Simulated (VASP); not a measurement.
A run of VASP 6.6.1 is set up as follows.

File INCAR:

```
SYSTEM = TcSe2
PREC     = Accurate       ! precision mode
ENCUT    = 520            ! plane-wave cutoff, eV
EDIFF    = 1E-7           ! SCF threshold, eV
ISMEAR   = 0              ! smearing method
SIGMA    = 0.05           ! smearing width, eV
LREAL    = .FALSE.        ! projectors in reciprocal space
LASPH    = .TRUE.         ! aspherical terms in the spheres
NELM     = 100            ! most SCF steps
ALGO     = Normal         ! electronic algorithm
ISIF     = 2              ! what is computed and relaxed
LWAVE    = .FALSE.        ! write WAVECAR
LCHARG   = .FALSE.        ! write CHGCAR
ISPIN    = 2              ! spin polarisation
MAGMOM   = 0.5 0 0        ! initial moments
LORBIT   = 11             ! projections on sites
LMAXMIX  = 4              ! l up to which the mixer works
LDAU     = .TRUE.         ! DFT+U
LDAUTYPE = 2            
LDAUL    = 2 -1           ! shell
LDAUU    = 5 0            ! U, eV
LDAUJ    = 0 0          
LDAUPRINT= 1            
GGA      = PS             ! functional
```

KPOINTS

```
Automatic mesh
0
G
  6 6 6
  0 0 0
```

Contents of POSCAR:

```
TcSe2
1.0
    1.9284189500      1.1133732000      5.8303367600
   -1.9284189500      1.1133732000      5.8303367600
    0.0000000000     -2.2267463900      5.8303367600
Tc Se
1 2
Direct
    0.0000000000      0.0000000000      0.0000000000
    0.2520000000      0.2520000000      0.2520000000
    0.7480000000      0.7480000000      0.7480000000
```

Potentials or basis: VASP PAW PBE potentials, release 64 (Tc_pv, Se).

The run is started by

```console
$ cat potpaw_PBE.64/Tc_pv/POTCAR potpaw_PBE.64/Se/POTCAR > POTCAR
$ mpirun -np 1 vasp_std > vasp.out
```

(1) Estimate the pressure.

(2) Estimate the site moments.

## Answers

(1) -4.2 GPa.

(2) Tc +3.25; Se -0.13 μB.

Caveat: the PAW data sets were made with another functional, which shifts forces and pressure a little.
